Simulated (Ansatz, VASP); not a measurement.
Ga3B2As: VASP beside Ansatz

```xyz
6
Lattice="2.6943 1.5555 4.3093 -2.6943 1.5555 4.3093 0.0000 -3.1111 4.3093" Properties=species:S:1:pos:R:3 pbc="T T T"
Ga   -1.3471    0.7778    2.1546
Ga    1.3471    0.7778    2.1546
Ga    0.0000   -1.5555    2.1546
B     0.0000    0.0000    7.2713
B     0.0000    0.0000    5.6566
As    0.0000    0.0000    0.0000
```

Change from the starting cell: species swapped into the Li2GaCu3 type (R-3m, No. 166).

Alike in both runs: functional PBE; k mesh 12 × 12 × 12; occupations gaussian, width 0.1 eV; no spin polarisation.

Ansatz relaxed the structure, and its values are those at the end. VASP's run is a single point on that final structure, the one shown.

```csv
,VASP,Ansatz
version,VASP 6.6.1,Ansatz 0.2.0
potentials or method,"VASP PAW PBE potentials, release 64 (Ga_d, B, As)","scalar-relativistic, plane waves, PAW"
plane-wave cutoff (eV),520,420
valence electrons in the cell,50,60
```

|  | VASP | Ansatz | Ansatz less VASP |
| --- | --- | --- | --- |
| gap on the k mesh at the Fermi level (eV) | none | none | - |
| pressure (GPa) | 0.1 | 0.0 | -0.13 |
| rms of the force components (eV/Å) | 0.004 | 0.001 | -0.0032 |

A gap of «none» marks a metal or a gap that the smearing closes. The two sets of potentials don't hold the same shells in valence.
